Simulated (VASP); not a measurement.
Input:

```xyz
2
Lattice="3.9743 -2.1259 0.0000 3.9743 2.1259 0.0000 2.7957 0.0000 3.4710" Properties=species:S:1:pos:R:3 pbc="T T T"
Sb     2.5088     0.0000     0.8105
Sb     8.2830     0.0000     2.6605
```

These are PBE GGA, VASP's PBE PAW potentials (set 64) (plane waves; VASP) values and carry that method's errors. Numerical set-up: 520 eV cut-off, 9×9×10 Γ-centred mesh, first-order Methfessel-Paxton smearing of 0.10 eV, potentials Sb.

Unless said otherwise, spin-orbit coupling is left out, though it shifts the bands of the heavy elements here.

Question: What does the run give for the energy per atom (σ→0), pressure, largest force, band gap (on the k-mesh) with the smallest direct gap where there is one?

Answer: 
band gap (on the k-mesh): none (metal, semimetal or under 0.01 eV)
energy per atom (σ→0): -4.089 eV/atom
pressure: 5.72 GPa
largest force: 0.656 eV/Å

The absolute energy has meaning only against runs of the same code, potentials and settings.

The compound is Sb in the a7 structure. The cell was not relaxed at this level. The run is one of a series of settings (ENCUT = 520 against the base run), some of them coarse on purpose.
